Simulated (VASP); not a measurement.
Data:

```xyz
2
Lattice="4.4809 0.0000 0.0000 -2.2405 3.8806 0.0000 0.0000 0.0000 7.2752" Properties=species:S:1:pos:R:3 pbc="T T T"
Ba     0.0000     2.5871     1.8188
Ba     2.2405     1.2935     5.4564
```

All values below come from r2SCAN meta-GGA, VASP's PBE PAW potentials (set 64) (plane waves; VASP). Settings: 400 eV cut-off, 9×9×5 Γ-centred mesh, first-order Methfessel-Paxton smearing of 0.10 eV, potentials Ba_sv.

Energy and stress use the plane-wave basis of the starting cell.

Question: The ions, cell shape and volume are relaxed. What does this cell relax into?

Answer: 
```xyz
2
Lattice="4.5139 0.0000 0.0000 -2.2569 3.9091 0.0000 0.0000 0.0000 7.4963" Properties=species:S:1:pos:R:3 pbc="T T T"
Ba     0.0000     2.6061     1.8741
Ba     2.2569     1.3030     5.6222
```
Space group P6_3/mmc (194), at a tolerance of 0.03 Å.

Question: How do energy and volume change from the first to the last step?

Answer: The energy (σ→0) changes by -4.6 meV/atom and the volume by +4.6 %, in 6 ionic steps.

The structure was generated: Ba was put into the hcp type (P6_3/mmc), which need not be its known phase. This run relaxes it. Symmetry was kept, so distortions that lower it aren't found.
